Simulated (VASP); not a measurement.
Given:

```
Os
1.0
    1.39577    -2.41755     0.00000
    1.39577     2.41755     0.00000
    0.00000     0.00000     4.40267
Os
2
Direct
  0.33333   0.66667   0.25000
  0.66667   0.33333   0.75000
```

Method: PBE GGA with D3 dispersion (Becke-Johnson damping), VASP's PBE PAW potentials (set 64) (plane waves; VASP 6.6.1). Run with 520 eV cut-off, 15×15×9 Γ-centred mesh, first-order Methfessel-Paxton smearing of 0.10 eV, potentials Os.

Question: Give the stress tensor in GPa (positive for a compressed cell).

Answer: 
```
-21.75    0.00    0.00
  0.00  -21.75    0.00
  0.00    0.00  -21.61
```
The pressure is its mean diagonal, -21.70 GPa.

The compound is Os in the hcp structure. This cell is one point of a volume scan, at 1.06 of the reference volume.
